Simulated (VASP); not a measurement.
Here is the system:

```yaml
crystal:
  lattice:
    - [0.00000, 2.78182, 2.78182]
    - [2.78182, 0.00000, 2.78182]
    - [2.78182, 2.78182, 0.00000]
  atoms:
    - { symbol: Ba, position: [0.00000, 0.00000, 0.00000] }
    - { symbol: O, position: [0.50000, 0.50000, 0.50000] }
```

Level of theory: optB86b-vdW, VASP's PBE PAW potentials (set 64) (plane waves; VASP 6.6.1). Numerical set-up: 520 eV cut-off, Gaussian smearing of 0.050 eV, potentials Ba_sv O.

Unless said otherwise, spin-orbit coupling is left out, though it shifts the bands of the heavy elements here.

Question: Estimate the band gap (along the path) with the smallest direct gap where there is one.

Answer: 
```
Item                                    Value
------------------------------------  -------
band gap (along the path)             2.01 eV
smallest direct gap (along the path)  2.01 eV
```

Only differences to runs with the same potentials and settings are physical.

The compound is BaO in the rock salt structure. It was relaxed first.
